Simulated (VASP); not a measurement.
A run of VASP 6.6.1:

Contents of INCAR:

```
SYSTEM = Si3Bi2TeSe2
PREC = Normal
ENCUT = 520
EDIFF = 1E-4
ISMEAR = 0
SIGMA = 0.15
LREAL = .FALSE.
LASPH = .TRUE.
NELM = 60
ALGO = Fast
ISIF = 3
LWAVE = .FALSE.
LCHARG = .FALSE.
GGA = PE
IBRION = 2
NSW = 24
EDIFFG = -0.08
```

KPOINTS

```
Automatic mesh
0
G
  3 3 2
  0 0 0
```

Contents of POSCAR:

```
Si3Bi2TeSe2
1.0
    5.1752599800      0.0000000000      0.0000000000
   -2.5876299900      4.4819066100      0.0000000000
    0.0000000000      0.0000000000     10.0090955500
Si Bi Te Se
3 2 1 2
Direct
    0.5000000000      0.0000000000      0.0000000000
    0.0000000000      0.5000000000      0.0000000000
    0.5000000000      0.5000000000      0.0000000000
    0.3333333300      0.6666666700      0.4911209500
    0.6666666700      0.3333333300      0.5088790500
    0.0000000000      0.0000000000      0.0000000000
    0.0000000000      0.0000000000      0.3108788600
    0.0000000000      0.0000000000      0.6891211400
```

Potentials or basis: VASP PAW PBE potentials, release 64 (Si, Bi_d, Te, Se).

The run is started by

```console
$ cat potpaw_PBE.64/Si/POTCAR potpaw_PBE.64/Bi_d/POTCAR potpaw_PBE.64/Te/POTCAR potpaw_PBE.64/Se/POTCAR > POTCAR
$ mpirun -np 1 vasp_std > vasp.out
```

Hardware: 1 thread of Intel(R) Xeon(R) Platinum 8488C (Sapphire Rapids), on a shared host.

Question: Estimate the wall time of this run.

Answer: It took 6.6 min on 1 thread of Intel(R) Xeon(R) Platinum 8488C (Sapphire Rapids), on a shared host, peak memory 0.27 GiB. Counts: scf iterations 149, k points 6, ion steps 23.
